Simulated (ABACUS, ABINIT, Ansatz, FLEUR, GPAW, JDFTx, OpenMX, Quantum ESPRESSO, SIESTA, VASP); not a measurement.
## One calculation of BiTe, 11 ways

```
CELL_PARAMETERS angstrom
0.00000 3.23500 3.23500
3.23500 0.00000 3.23500
3.23500 3.23500 0.00000
ATOMIC_POSITIONS crystal
Bi 0.98294 0.99120 0.02381
Te 0.49611 0.49225 0.50219
```

Atoms were shifted at random by some hundredths of an Å from the given cell, which wasn't relaxed again for these runs.

Alike in all runs: task single point; functional PBE; k mesh 7 × 7 × 7; occupations fermi-dirac, width 0.05 eV; no spin polarisation; no spin-orbit coupling. Pressure is positive in compression and, in plane waves, holds the error of the finite cutoff, which Ansatz's Pulay term estimates and takes out.

| program and potentials | plane-wave cutoff (eV) | notes | pressure (GPa) | largest force (eV/Å) | energy over the undisturbed cell (meV/atom) |
| --- | --- | --- | --- | --- | --- |
| ABACUS, PseudoDojo NC SR 0.4.1 PBE standard, plane waves | 1129 | 15.5 valence electrons an atom on average | 1.08 | 0.249 | 5.31 |
| ABINIT, JTH PAW PBE v2.0 | 599 | 10.5 valence electrons an atom on average | 0.97 | 0.247 | 5.27 |
| VASP, PBE PAW files Bi_d, Te, 520 eV | 520 | 10.5 valence electrons an atom on average | 1.00 | 0.245 | - |
| OpenMX, OpenMX 2013 PBE set, Bi8.0-s3p2d2f1, Te7.0-s3p2d2f1, grid cutoff 260 Ry | - | atomic basis; 15.5 valence electrons an atom on average | 2.95 | 0.318 | - |
| GPAW, GPAW PAW data sets (gpaw-data 1.2.1) | 600 | 10.5 valence electrons an atom on average | 0.84 | 0.242 | 5.19 |
| Ansatz, all-electron LAPW, scalar-relativistic | - | - | 1.06 | 0.244 | - |
| Ansatz, Ansatz PAW (earlier soft set) | 420 | 15.5 valence electrons an atom on average | 1.06 | 0.244 | 5.21 |
| FLEUR, all-electron, FLAPW | - | - | - | 0.244 | 5.23 |
| SIESTA, files PseudoDojo sr-pbe-0.4.1-standard, DZP (energy shift 0.003 Ry; two zetas on semicore shells) | - | atomic basis; 15.5 valence electrons an atom on average | 1.83 | 0.299 | 6.34 |
| JDFTx, PseudoDojo-SR-PBE-0.4.1-standard with smoothed tails | 1088 | 15.5 valence electrons an atom on average | 1.10 | 0.248 | 5.31 |
| Quantum ESPRESSO, SSSP 1.3 efficiency PBE | 748 | 10.5 valence electrons an atom on average | 0.80 | 0.247 | 5.31 |

Force on atom 1 (Bi), eV/Å:

```csv
program and potentials,x,y,z
"ABACUS, PseudoDojo NC SR 0.4.1 PBE standard, plane waves",-0.195,-0.079,0.134
"ABINIT, JTH PAW PBE v2.0",-0.193,-0.078,0.132
"VASP, PBE PAW files Bi_d, Te, 520 eV",-0.192,-0.078,0.131
"OpenMX, OpenMX 2013 PBE set, Bi8.0-s3p2d2f1, Te7.0-s3p2d2f1, grid cutoff 260 Ry",-0.248,-0.102,0.172
"GPAW, GPAW PAW data sets (gpaw-data 1.2.1)",-0.189,-0.077,0.130
"Ansatz, all-electron LAPW, scalar-relativistic",-0.191,-0.077,0.131
"Ansatz, Ansatz PAW (earlier soft set)",-0.191,-0.077,0.131
"FLEUR, all-electron, FLAPW",-0.191,-0.077,0.131
"SIESTA, files PseudoDojo sr-pbe-0.4.1-standard, DZP (energy shift 0.003 Ry; two zetas on semicore shells)",-0.232,-0.092,0.163
"JDFTx, PseudoDojo-SR-PBE-0.4.1-standard with smoothed tails",-0.194,-0.078,0.133
"Quantum ESPRESSO, SSSP 1.3 efficiency PBE",-0.194,-0.078,0.132
```

The pressure spans 0.80 (Quantum ESPRESSO, SSSP 1.3 efficiency PBE) to 2.95 GPa (OpenMX, OpenMX 2013 PBE set, Bi8.0-s3p2d2f1, Te7.0-s3p2d2f1, grid cutoff 260 Ry), with all-electron results at 1.06. Rows in atomic bases carry the error of their basis and grid, which can be large.

Differences between rows come from potentials, basis sets and numerical settings, since the functional is the same but for its coding. Runs on potential files found faulty are left out.
